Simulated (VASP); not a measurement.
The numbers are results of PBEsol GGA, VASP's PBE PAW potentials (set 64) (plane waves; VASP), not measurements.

VASP input:

### INCAR
```
SYSTEM = Be4SeTe3
PREC = Accurate
ENCUT = 400
EDIFF = 1E-6
NELM = 100
ALGO = Normal
LREAL = .FALSE.
LASPH = .TRUE.
ISMEAR = 0
SIGMA = 0.05
GGA = PS
LMAXMIX = 4
LWAVE = .FALSE.
LCHARG = .FALSE.
IBRION = 2
ISIF = 3
NSW = 60
EDIFFG = -0.01
```

POSCAR:
```
Be4SeTe3
1.0
  5.5075000000   0.0000000000   0.0000000000
  0.0000000000   5.5075000000   0.0000000000
  0.0000000000   0.0000000000   5.5075000000
Be Te Se
4 3 1
Cartesian
  0.0000000000   0.0000000000   0.0000000000
  2.7537500000   2.7537500000   0.0000000000
  2.7537500000   0.0000000000   2.7537500000
  0.0000000000   2.7537500000   2.7537500000
  1.3768750000   1.3768750000   1.3768750000
  4.1306250000   4.1306250000   1.3768750000
  4.1306250000   1.3768750000   4.1306250000
  1.3768750000   4.1306250000   4.1306250000
```

File KPOINTS:
```
Automatic mesh
0
Gamma
5 5 5
0 0 0
```

POTCAR, in this order: Be Te Se (PBE.64 set). Program: vasp_std.

What will the output report for the number of irreducible k-points (NKPTS), number of bands (NBANDS), largest plane-wave count, number of space-group operations, FFT grid (NGX, NGY, NGZ)?

| Item | Result |
|---|---|
| number of irreducible k-points (NKPTS) | 10 |
| number of bands (NBANDS) | 21 |
| largest plane-wave count | 3048 |
| number of space-group operations | 24 |
| FFT grid (NGX, NGY, NGZ) | 36 × 36 × 36 |

The structure was generated: Be4SeTe3 was put into an ordered model structure (P-43m), which need not be its known phase. This run relaxes it. Symmetry was kept, so distortions that lower it aren't found.
